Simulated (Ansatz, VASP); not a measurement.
## AlRu (RuAl strained to the junction's net) in two plane-wave programs

One calculation is typed for both programs; each brings its own data sets. How far apart do they land? The cell is generated by rule, not measured, and may not be a known phase. The structure shown is the end of the Ansatz relaxation below.

Main program and level: Ansatz 0.2.0; plane waves, with VASP 6.6.1 beside it; single point at PBE.

The structure was built from a prototype and need not be the compound's stable phase.

## Step 1: The starting structure

The structure is tetragonal, space group P4/mmm (No. 123). Conventional cell: a = 3.019 Å, b = 3.019 Å, c = 2.991 Å, α = 90.00°, β = 90.00°, γ = 90.00°. Nearest to Ru lie 8 Al at 2.61 Å. Al has 8 Ru at 2.61 Å nearest. Farther neighbours are not listed.

## Step 2: Ansatz: relaxation, PBE

Ansatz runs on its default PAW (the set named soft_2) files.

This run makes the geometry at which the two programs are then compared.

File input.yaml:

```yaml
crystal:
  lattice:
    - [3.019, 0.0, 0.0]
    - [0.0, 3.019, 0.0]
    - [0.0, 0.0, 2.9867]
  atoms:
    - { symbol: Ru, position: [0.0, 0.0, 0.0] }
    - { symbol: Al, position: [0.5, 0.5, 0.5] }
kpoints:
  mp_grid: { grid: [12, 12, 11] }
scf:
  occupations: { method: fermi_dirac, width: 0.1 }
  max_iter: 150
hamiltonian:
  xc: pbe
relax:
  f_tol: 0.01
  max_steps: 40
  cell: { fix: [a, b, angles] }
```

Run with:

```console
$ ansatz run input.yaml --threads 8 --pin off --max-ram 16384MiB --backend cpu --events-out ev --progress --plain --runs-dir out
```

Numbers of over 12 decimals in the logs are rounded to 6 here.

What it wrote:

```text
Engine: ansatz 0.2.0, aarch64-unknown-linux-gnu
Pseudopotentials: kind: paw
Pseudopotential: Ru, paw, valence charge 16, recommended cutoff 420 eV (normal), Ru.paw.azcp
Pseudopotential: Al, paw, valence charge 3, recommended cutoff 420 eV (normal), Al.paw.azcp
Functional definition: PBE
  parameter kappa = 0.804
  parameter beta = 0.066725
  exchange = pbe_x(kappa = kappa, mu = beta*pi^2/3)
  correlation = pbe_c(beta = beta)
Crystal: 2 atoms, lattice volume = 27.222 Å³
Basis set: ecut = 420 eV, 513 PW (Γ), exchange–correlation on 48×48×40 points (8 copies of the dense FFT grid, shifted against one another)
Bands: 14, of which v1, the nominal top of the filled ones, is band 10 counted from 1 (9 counted from 0)
Symmetry: 16 space group operations
Space group: P4/mmm (ITA 123), of the structure as read, at distance tolerance 3.0e-5 Å
k-points: 168 of 1584
Non-local potential: Ru, projectors of the file, l = 0: 3, l = 1: 2, l = 2: 2, l = 3: 1
Non-local potential: Al, projectors of the file, l = 0: 2, l = 1: 2, l = 2: 1
PAW form: soft (Blöchl's): semilocal exchange-correlation on the pseudo side does not see the compensation charge
PAW one-centre angular grid: Ru, 590 points (default); XC on 64 Gauss nodes
PAW one-centre angular grid: Al, 110 points (default); XC on 64 Gauss nodes
Initial density: superposition of atomic densities (neutral atoms: chi_scale 0, normalization atom), corrected by the library's trained network
Initial wavefunctions: pseudopotential atomic-orbital guess
Functional: x = pbe(κ = 0.804, μ = 0.219515), c = pbe(β = 0.066725)
SCF iter   1: F=—  HF=-6417.494760 eV  |F-HF|=—  |Δ(HF+E_count)|=         —  Δρ=3.75e-3  dr2=3.95e-3  ethr=1.77e-3  ⟨swp⟩=5.0  Hψ=12323  notcnv=0
preconditioner: auto → none  [metal: Δε(μ)=0.021 eV  Ē_g=8.741 eV  σ=0.100 eV  W_gap=0.05  n_scr=6 (ndim 8)  ℏωp=23.6 eV  f_vac=0.000  D(μ)=1.54/eV (n_scr^D=18)  sad-step TF]
SCF iter   2: F=—  HF=-6417.494232 eV  |F-HF|=—  |Δ(HF+E_count)|=   5.27e-4  Δρ=2.26e-3  dr2=1.66e-3  ethr=2.08e-5  ⟨swp⟩=2.1  Hψ=3948  notcnv=0
SCF iter   3: F=—  HF=-6417.493922 eV  |F-HF|=—  |Δ(HF+E_count)|=   3.10e-4  Δρ=2.85e-4  dr2=1.70e-5  ethr=8.73e-6  ⟨swp⟩=2.0  Hψ=2963  notcnv=0
SCF iter   4: F=—  HF=-6417.493877 eV  |F-HF|=—  |Δ(HF+E_count)|=   4.54e-5  Δρ=8.92e-5  dr2=9.25e-7  ethr=8.94e-8  ⟨swp⟩=2.1  Hψ=3208  notcnv=0
iter 5 did not close the SCF: its close was put off for the readings that it lacked (scf_convergence_deferred on its scf_iter line)
SCF iter   5: F=-6417.493877 eV  HF=-6417.493877 eV  |F-HF|=2.56e-8  |Δ(HF+E_count)|=   9.98e-8  Δρ=1.67e-5  dr2=3.90e-8  ethr=4.87e-9  ⟨swp⟩=2.3  Hψ=3951  notcnv=0
SCF iter   6: F=-6417.493877 eV  HF=-6417.493877 eV  |F-HF|=2.33e-9  |Δ(HF+E_count)|=   9.33e-9  Δρ=4.75e-6  dr2=3.51e-9  ethr=2.06e-10  ⟨swp⟩=2.5  Hψ=8640  notcnv=0
SCF 1 converged in 6 iterations: F = -6417.493877 eV  dr2 = 3.51e-9
  greatest PAW one-centre occupation: 0.998 electrons in one spin orbital (limit 2), on the Ru atom at site 0 (counted from 0), in its partial waves of l = 0
relax step   1: F+E_penalty+E_count = -6417.49387664 eV  Δ(F+E_penalty+E_count) = +0.000e0 eV  max|allowed force component| = 6.163e-31 eV/Å  Δτ_max = 0.0000 Å  P = -0.709 GPa  Ω = 27.222 Å³  fix = [a, b, alpha, beta, gamma]  reactions: a -1.280, b -1.280 GPa  (6 SCF iters, dr2 threshold 1.00e-7 eV, accepted)
[...]
relax step   2: F+E_penalty+E_count = -6417.49390219 eV  Δ(F+E_penalty+E_count) = -2.555e-5 eV  max|allowed force component| = 8.135e-31 eV/Å  Δτ_max = 0.0000 Å  P = -1.064 GPa  Ω = 27.270 Å³  energy of the carried Pulay correction = -2.000e-5 eV  fix = [a, b, alpha, beta, gamma]  reactions: a -1.532, b -1.532 GPa  (6 SCF iters, dr2 threshold 2.00e-7 eV, accepted)
[...]
relax step   3: F+E_penalty+E_count = -6417.49391109 eV  Δ(F+E_penalty+E_count) = -8.905e-6 eV  max|allowed force component| = 4.068e-31 eV/Å  Δτ_max = 0.0000 Å  P = -0.983 GPa  Ω = 27.259 Å³  energy of the carried Pulay correction = -1.546e-5 eV  fix = [a, b, alpha, beta, gamma]  reactions: a -1.475, b -1.475 GPa  (6 SCF iters, dr2 threshold 4.04e-8 eV, accepted)
[...]
relax step   4: F+E_penalty+E_count = -6417.49392817 eV  Δ(F+E_penalty+E_count) = -1.707e-5 eV  max|allowed force component| = 2.219e-31 eV/Å  Δτ_max = 0.0000 Å  P = -0.984 GPa  Ω = 27.259 Å³  fix = [a, b, alpha, beta, gamma]  reactions: a -1.475, b -1.475 GPa  stress off target by 5.04e-4 GPa on what of the cell is left free  SCF on the basis re-selected at this cell (its energy is not comparable with the rows above)  (8 SCF iters)
basis re-selected at this cell: Δ(F+E_penalty+E_count) = -1.707e-5 eV, ΔP = -0.000 GPa vs the last step (what re-selecting the basis moved, of the pressure what is left beyond the Pulay correction that the steps carried, after the strain that the cell walked since its last selection, with what the two solves' SCF thresholds leave and, on support functions, any second-order correction that the steps lacked; it is no m [...]
SCF converged after 8 iterations
Free energy (F): -6417.493928 eV
Harris-Foulkes:  -6417.493928 eV  (|F-HF|=9.09e-13)
Internal energy: -6417.442518 eV  (E = F + TS)
E sigma→0 (E₀):  -6417.468223 eV
Entropy (-TS):   -0.051411 eV (-25.705 meV/atom)
Fermi energy:    15.775824 eV
--- Per-component energies (eV) ---
  E_band       = -125.767574
  E_kinetic    = 542.334094
  E_local      = -1815.229812  (includes V_loc(G=0)·N_el)
  E_nonlocal   = 354.522442
  E_hartree    = 644.821912
  E_xc         = -231.865950
  E_vxc        = -270.248147  (∫ρ·V_xc dr)
  E_paw        = -3929.142606  (= ΣΔE_a)
  E_vpaw       = -226.789808  (= ΣTr[D̂ρ^β])
  E_aug_tail   = -0.000169  (compensation charges beyond the density's cutoff)
  E_ewald      = -1982.882427
  E_smearing   = -0.051411  (= −TS)
  E_closure    = -0.000000  (closes the sum)
  Σ components = -6417.493928   (vs F -6417.493928, Δ=0.00e0)
--- Forces (eV/Å), atoms counted from 1 ---
  atom   1  Ru    -0.00000000    -0.00000000     0.00000000
  atom   2  Al     0.00000000    -0.00000000     0.00000000
  max |Σ_I F_I| component: 2.47e-31 eV/Å
--- Stress (GPa, compression-positive) ---
       -1.475062       0.000000       0.000000
        0.000000      -1.475062       0.000000
        0.000000       0.000000      -0.000504
  P = ⅓ Tr σ = -0.9835 GPa (-9.835 kbar)
--- Relaxed structure (3 steps of the walk, 3 accepted, 1 SCFs on fresh bases) ---
  F+E_penalty+E_count = -6417.49392817 eV   max|allowed force component| = 2.219e-31 eV/Å   (the final SCF, on the basis selected at the relaxed cell)
  cell:  # Å, volume = 27.2590 Å³
    - [3.019, 0.0, 0.0]
    - [0.0, 3.019, 0.0]
    - [0.0, 0.0, 2.990774]
  atoms:
    - { symbol: Ru, position: [0, 0, 0.0] }
    - { symbol: Al, position: [0.5, 0.5, 0.5] }
```

The column dr2 measures how far the density is from self-consistency, as an energy; F and HF (Harris–Foulkes) agree once it is small.

## Step 3: VASP: single point, PBE

The same cell, functional, mesh and smearing now go to VASP, with its own data sets.

Lines of VASP's logs that name or quote its potential files are left out, and so is its time.

File INCAR:

```
SYSTEM = AlRu
PREC = Accurate
ENCUT = 500
EDIFF = 1E-06
NELM = 120
ISMEAR = -1
SIGMA = 0.1
LREAL = .FALSE.
ALGO = Normal
GGA = PE
NBANDS = 14
LASPH = .TRUE.
LORBIT = 11
LWAVE = .FALSE.
LCHARG = .FALSE.
ISIF = 2
GGA_COMPAT = .FALSE.
```

File POSCAR:

```
AlRu
1.0
    3.0190000000      0.0000000000      0.0000000000
    0.0000000000      3.0190000000      0.0000000000
    0.0000000000      0.0000000000      2.9907743157
Ru Al
1 1
Direct
    0.0000000000      0.0000000000      0.0000000000
    0.5000000000      0.5000000000      0.5000000000
```

File KPOINTS:

```
Automatic mesh
0
Gamma
12 12 11
0 0 0
```

PAW data sets: Ru_pv and Al (PBE family, release 64).

Run with:

```console
$ mpirun -np 1 vasp_std
```

What it wrote:

```text
[banner, memory and clock lines left out]
running    1 mpi-ranks, on    1 nodes
 distrk:  each k-point on    1 cores,    1 groups
 distr:  one band on    1 cores,    1 groups

 POSCAR found type information on POSCAR RuAl
 POSCAR found :  2 types and       2 ions
 LDA part: xc-table for (Slater+PW92), standard interpolation
 POSCAR, INCAR and KPOINTS ok, starting setup
 FFT: planning ... GRIDC
 FFT: planning ... GRID_SOFT
 FFT: planning ... GRID
 WAVECAR not read
 entering main loop
       N       E                     dE             d eps       ncg     rms          rms(c)
DAV:   1     0.111460715643E+03    0.11146E+03   -0.90084E+03  4744   0.110E+03
DAV:   2    -0.130522108702E+02   -0.12451E+03   -0.11937E+03  5148   0.311E+02
DAV:   3    -0.149360671684E+02   -0.18839E+01   -0.18641E+01  6084   0.400E+01
DAV:   4    -0.149517616050E+02   -0.15694E-01   -0.15690E-01  5442   0.374E+00
DAV:   5    -0.149521804651E+02   -0.41886E-03   -0.41884E-03  6780   0.492E-01    0.117E+01
DAV:   6    -0.143752487673E+02    0.57693E+00   -0.26767E+00  4884   0.187E+01    0.231E+00
DAV:   7    -0.143007740003E+02    0.74475E-01   -0.22109E-01  4902   0.555E+00    0.197E+00
DAV:   8    -0.142854016739E+02    0.15372E-01   -0.18703E-02  5754   0.123E+00    0.189E-01
DAV:   9    -0.142852608601E+02    0.14081E-03   -0.50058E-04  6250   0.159E-01    0.124E-01
DAV:  10    -0.142852563559E+02    0.45042E-05   -0.32855E-05  5772   0.675E-02    0.903E-03
DAV:  11    -0.142852549852E+02    0.13707E-05   -0.19590E-06  5200   0.164E-02    0.486E-03
DAV:  12    -0.142852544257E+02    0.55951E-06   -0.71828E-08  3816   0.293E-03
   1 F= -.14285254E+02 E0= -.14259541E+02  d E =-.514262E-01
```

OUTCAR, selected parts (step 3):

```text
ion  position               nearest neighbor table
   1  0.000  0.000  0.000-   2 2.61   2 2.61   2 2.61   2 2.61   2 2.61   2 2.61   2 2.61   2 2.61

  LATTYP: Found a simple tetragonal cell.
 ALAT       =     3.0190000000
 C/A-ratio  =     0.9906506511

 Subroutine GETGRP returns: Found 16 space group operations
 (whereof 16 operations were pure point group operations)

The static configuration has the point symmetry D_4h.

 Found    168 irreducible k-points:

   k-points           NKPTS =    168   k-points in BZ     NKDIM =    168   number of bands    NBANDS=     14

   dimension x,y,z NGX =    24 NGY =   24 NGZ =   24
   dimension x,y,z NGXF=    48 NGYF=   48 NGZF=   48

   ENCUT  =  500.0 eV  36.75 Ry    6.06 a.u.   5.50  5.50  5.45*2*pi/ulx,y,z

   NELECT =      17.0000    total number of electrons

 k-points in reciprocal lattice and weights: Automatic mesh
   0.00000000  0.00000000  0.00000000       0.001
   0.08333333  0.00000000  0.00000000       0.003
   0.16666667  0.00000000  0.00000000       0.003
   0.25000000  0.00000000  0.00000000       0.003
   0.33333333  0.00000000  0.00000000       0.003
   0.41666667  0.00000000  0.00000000       0.003
   0.50000000  0.00000000  0.00000000       0.001
   0.08333333  0.08333333  0.00000000       0.003
   0.16666667  0.08333333  0.00000000       0.005
[...]
0.50000000  0.41666667  0.45454545       0.005
   0.50000000  0.50000000  0.45454545       0.001

 average (electrostatic) potential at core
       1 -68.3828       2 -68.8863

 E-fermi :  10.4720

 k-point     1 :       0.0000    0.0000    0.0000
  band No.  band energies     occupation
    ...
      2     -31.3011      2.00000
      3     -31.2939      2.00000
      4       0.8955      2.00000
      5       6.9947      2.00000
      6       6.9965      2.00000
      7      10.5989      0.43915
      8      10.6553      0.27588
      9      10.6553      0.27588
     10      16.3618      0.00000
     11      16.3618      0.00000
    ...

 k-point     2 :       0.0833    0.0000    0.0000
  band No.  band energies     occupation
    ...
      4       1.0260      2.00000
      5       7.0361      2.00000
      6       7.0408      2.00000
      7      10.4378      1.16958
      8      10.5013      0.85463
      9      10.6707      0.24128
     10      15.7417      0.00000
     11      16.6254      0.00000
     12      16.9047      0.00000
     13      21.0400      0.00000
    ...

 k-point     3 :       0.1667    0.0000    0.0000
  band No.  band energies     occupation
    ...
      4       1.4099      2.00000
      5       7.1065      2.00000
      6       7.1671      2.00000
      7      10.0480      1.97161
      8      10.1258      1.93919
      9      10.7131      0.16475
     10      14.5301      0.00000
     11      17.3233      0.00000
     12      17.5867      0.00000
     13      20.3260      0.00000
    ...

  Total       -0.2548076     -0.2548076     -0.0036998      0.0000000      0.0000000      0.0000000
  in kB      -14.9765967    -14.9765967     -0.2174601      0.0000000      0.0000000      0.0000000
  external PRESSURE =     -10.0568845 kB  Pullay stress =       0.0000000 kB

  energy-cutoff  :      500.00
  volume of cell :       27.26
      direct lattice vectors                 reciprocal lattice vectors
     3.019000000  0.000000000  0.000000000     0.331235508  0.000000000  0.000000000
     0.000000000  3.019000000  0.000000000     0.000000000  0.331235508  0.000000000
     0.000000000  0.000000000  2.990774316     0.000000000  0.000000000  0.334361571

 POSITION                                       TOTAL-FORCE (eV/Angst)
 -----------------------------------------------------------------------------------
      0.00000      0.00000      0.00000         0.000000      0.000000      0.000000
      1.50950      1.50950      1.49539         0.000000      0.000000      0.000000
 -----------------------------------------------------------------------------------
    total drift:                                0.000000      0.000000      0.000000

  FREE ENERGIE OF THE ION-ELECTRON SYSTEM (eV)
  ---------------------------------------------------
  free  energy   TOTEN  =       -14.2852544257 eV

  energy  without entropy=      -14.2338282718  energy(sigma->0) =      -14.25954135

 total charge
# of ion       s       p       d       tot
------------------------------------------
    1        0.331   6.236   6.188  12.754
    2        0.389   0.410   0.000   0.799
--------------------------------------------------
tot          0.720   6.646   6.188  13.553

[... 3 further parts left out ...]
```

This run has no spin polarisation. Its electron count is odd, so without a moment it is a metal by construction.

## Step 4: Side by side

Known differences besides the potentials themselves: the data sets hold 19 valence electrons in Ansatz (on its default PAW (the set named soft_2) files) and 17 in VASP; the cutoff is 420 eV in Ansatz and 500 eV in VASP; Ansatz's pressure holds a Pulay correction, VASP's none. Total energies have different zeros and are not compared.

The two programs side by side:

```csv
quantity,Ansatz,VASP,difference
pressure (GPa),-0.98,-1.01,+0.02
```

## Step 5: Summary of results

- difference in pressure (single point, PBE): 0.022 GPa

What this shows: The difference in pressure is 0.022 GPa (single point, PBE), within the 1 GPa picked in this series as the mark of a large difference. The data sets hold unlike numbers of valence electrons (19 in Ansatz and 17 in VASP), so part of the differences comes from the potentials. Such differences can come from data sets, numerical settings and the points named under the comparisons, not from the functional's error against experiment.

[Lines on the potential files, build, host, timing and source positions are cut from VASP's logs without a mark.]

[Logs are printed without paths, hosts, clocks, repeated set-up lines and the standing remarks that a program may print on its own settings, such as how far it seeks lower states.]

[Hosts, paths, dates, database ids (printed as entryN), source tags and the programs' standing remarks are cut or masked in the printed files.]
